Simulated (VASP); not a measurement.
TlCl (CsCl type), at 0.96 of the tabulated volume:

```yaml
crystal:
  lattice:
    - [3.78810, 0.00000, 0.00000]
    - [0.00000, 3.78810, 0.00000]
    - [0.00000, 0.00000, 3.78810]
  atoms:
    - { symbol: Tl, position: [0.00000, 0.00000, 0.00000] }
    - { symbol: Cl, position: [0.50000, 0.50000, 0.50000] }
```

The lowest empty band near R, direction [100], from PBE with spin-orbit coupling in VASP (PAW); its two spin partners are averaged. The gap over the points computed is 1.56 eV, and the next band on that side lies 1.19 eV away at the edge.

Run with 400 eV cut-off, 8×8×8 Γ-centred mesh, Gaussian smearing of 0.050 eV, potentials Tl_d Cl.

| distance from the edge in k (1/Å) | distance in energy (meV) |
|---|---|
| 0.018 | 4.0 |
| 0.025 | 7.7 |
| 0.035 | 15.0 |
| 0.050 | 30.6 |
| 0.070 | 59.4 |

Problem. Fit E(1 + αE) = ħ²k²/2m* (ħ²/2m0 = 3.810 eV Å²) and predict the row at 0.095 1/Å.

Solution. Least squares on the energies gives the electron mass m* = 0.309 m0 and α = 0.30 per eV, and so 107.9 meV. The run gave 107.8 meV, -0.1 meV from the fit.

Left out are points under 3 meV from the edge, since the levels carry 0.1 meV, and points farther than half the way to the next band.

The compound is TlCl in the CsCl type structure. The cell was not relaxed at this level.
